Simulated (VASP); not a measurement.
Here is a VASP 6.6.1 calculation.

POSCAR

```
MgO                                     
1.0
    0.0000000000      2.1039232588      2.1039232588
    2.1039232588      0.0000000000      2.1039232588
    2.1039232588      2.1039232588      0.0000000000
  Mg              O             
     1     1
Direct
     0.0000000000000000    0.0000000000000000    0.0000000000000000
     0.5000000000000000    0.5000000000000000    0.5000000000000000
```

INCAR.step1

```
ALGO = Normal
EDIFF = 1E-5
ENCUT = 520
GGA = PE
ISIF = 2
ISMEAR = 0
LASPH = T
LCHARG = F
LREAL = F
LWAVE = T
NBANDS = 11
NELM = 80
PREC = Accurate
SIGMA = 0.03
```

The input INCAR.step2:

```
ALGO = Normal
EDIFF = 1E-7
ENCUT = 520
ISIF = 2
ISMEAR = 0
ISTART = 1
LASPH = T
LCHARG = F
LREAL = F
LWAVE = F
METAGGA = MBJ
NBANDS = 11
NELM = 80
PREC = Accurate
SIGMA = 0.03
```

File KPOINTS:

```
k-points
0
Gamma
  12 12 12
```

File KPOINTS_OPT:

```
explicit points
252
Reciprocal
 0.0000000000  0.0000000000  0.0000000000 1
 0.0357142857  0.0000000000  0.0357142857 1
 0.0714285714  0.0000000000  0.0714285714 1
 0.1071428571  0.0000000000  0.1071428571 1
 0.1428571429  0.0000000000  0.1428571429 1
 0.1785714286  0.0000000000  0.1785714286 1
[... 244 lines left out ...]
 0.4916948600  0.0083051400  0.5000000000 1
 0.5083051400 -0.0083051400  0.5000000000 1
```

Potentials or basis: VASP PAW PBE potentials, release 64 (Mg, O).

The run is started by

```sh
$ cat potpaw_PBE.64/Mg/POTCAR potpaw_PBE.64/O/POTCAR > POTCAR
$ cp INCAR.step1 INCAR
$ mpirun -np 1 vasp_std > vasp.out
$ cp INCAR.step2 INCAR
$ mpirun -np 1 vasp_std > vasp.out
```

Predict the band gap along the path.

6.80 eV, direct.

Predict the band gap on the k mesh.

6.80 eV, direct.

Levels at the corners of the path, in eV from the valence-band top:
| point | band 1 | band 2 | band 3 | band 4 | band 5 | band 6 | band 7 | band 8 |
| --- | --- | --- | --- | --- | --- | --- | --- | --- |
| Γ | -18.25 | 0.00 | 0.00 | 0.00 | 6.80 | 17.90 | 17.90 | 17.90 |
| X | -17.06 | -3.52 | -1.20 | -1.20 | 11.50 | 12.29 | 15.56 | 21.82 |
| X | -17.06 | -3.52 | -1.20 | -1.20 | 11.50 | 12.29 | 15.56 | 21.82 |
| W | -17.02 | -2.52 | -2.52 | -1.52 | 13.95 | 13.95 | 14.51 | 17.81 |
| W | -17.02 | -2.52 | -2.52 | -1.52 | 13.95 | 13.95 | 14.51 | 17.81 |
| K | -17.05 | -2.99 | -2.31 | -1.02 | 12.39 | 14.09 | 14.91 | 20.66 |
| K | -17.05 | -2.99 | -2.31 | -1.02 | 12.39 | 14.09 | 14.91 | 20.66 |
| Γ | -18.25 | 0.00 | 0.00 | 0.00 | 6.80 | 17.90 | 17.90 | 17.90 |
| Γ | -18.25 | 0.00 | 0.00 | 0.00 | 6.80 | 17.90 | 17.90 | 17.90 |
| L | -17.25 | -3.96 | -0.59 | -0.59 | 10.13 | 15.02 | 18.42 | 18.42 |
| L | -17.25 | -3.96 | -0.59 | -0.59 | 10.13 | 15.02 | 18.42 | 18.42 |
| U | -17.05 | -2.99 | -2.31 | -1.02 | 12.39 | 14.09 | 14.91 | 20.66 |
| U | -17.05 | -2.99 | -2.31 | -1.02 | 12.39 | 14.09 | 14.91 | 20.66 |
| W | -17.02 | -2.52 | -2.52 | -1.52 | 13.95 | 13.95 | 14.51 | 17.81 |
| W | -17.02 | -2.52 | -2.52 | -1.52 | 13.95 | 13.95 | 14.51 | 17.81 |
| L | -17.25 | -3.96 | -0.59 | -0.59 | 10.13 | 15.02 | 18.42 | 18.42 |
| L | -17.25 | -3.96 | -0.59 | -0.59 | 10.13 | 15.02 | 18.42 | 18.42 |
| K | -17.05 | -2.99 | -2.31 | -1.02 | 12.39 | 14.09 | 14.91 | 20.66 |
| U | -17.05 | -2.99 | -2.31 | -1.02 | 12.39 | 14.09 | 14.91 | 20.66 |
| X | -17.06 | -3.52 | -1.20 | -1.20 | 11.50 | 12.29 | 15.56 | 21.82 |

**Experimental background.**

From “Electronic structure of alkaline earth and post-transition metal oxides”, 2009, arxiv:0908.1581, for a bulk crystal of MgO: band gap 7.83 eV.

Measured gap of MgO: 7.83 eV (quoted in “Electronic structure of alkaline earth and post-transition metal oxides”, 2009, arxiv:0908.1581). This calculation gives 6.80 eV (-1.03 eV). The value is that of TB-mBJ, without temperature or zero-point motion.
